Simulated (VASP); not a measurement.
An input for Ansatz (written as the equivalent of a VASP run, and not itself run):

Ansatz 0.2 input:
```yaml
crystal:
  lattice:
    - [0.0000000, 2.8059902, 2.8059902]
    - [2.8059902, 0.0000000, 2.8059902]
    - [2.8059902, 2.8059902, 0.0000000]
  atoms:
    - { symbol: Al, position: [0.0000000, 0.0000000, 0.0000000] }
    - { symbol: As, position: [0.2500000, 0.2500000, 0.2500000] }
kpoints:
  mp_grid: { grid: [8, 8, 8] }
hamiltonian:
  xc: pbe
  dispersion: d3bj
  pseudopotentials: { kind: paw }
scf:
  occupations: { method: gaussian, width: 0.05 }
  max_iter: 100
output: { forces: true, stress: true, eigenvalues: true }
```

### Question
Write the VASP files for the same calculation (PBE-D3(BJ)).

### Answer
Several could match; the one computed here: 
KPOINTS:
```
Automatic mesh
0
Gamma
8 8 8
0 0 0
```

**INCAR**
```
# general
SYSTEM  = AlAs
PREC    = Accurate
ENCUT   = 520
LREAL   = .FALSE.
LASPH   = .TRUE.

# electronic loop
EDIFF   = 1E-7
NELM    = 100
ALGO    = Normal
LMAXMIX = 4

# smearing
ISMEAR  = 0
SIGMA   = 0.05

# functional
GGA     = PE
IVDW    = 12

# ions
ISIF    = 2

# output
LWAVE   = .FALSE.
LCHARG  = .FALSE.
```

### POSCAR
```
AlAs
1
    0.0000000000     2.8059901733     2.8059901733
    2.8059901733     0.0000000000     2.8059901733
    2.8059901733     2.8059901733     0.0000000000
Al As
1 1
Direct
  0.0000000000   0.0000000000   0.0000000000
  0.2500000000   0.2500000000   0.2500000000
```

POTCAR, in this order: Al As (PBE.64 set). Program: vasp_std.

Limits of the translation: each code has its own PAW files, so the cut-off isn't converted (ENCUT is set for VASP's; basis.ecutwfc is left out, and Ansatz then takes the one that its files recommend); Ansatz stops its SCF on the density residual and VASP on the energy change (EDIFF).

The compound is AlAs in the zinc blende structure. This cell is one point of a volume scan, at 0.97 of the reference volume.
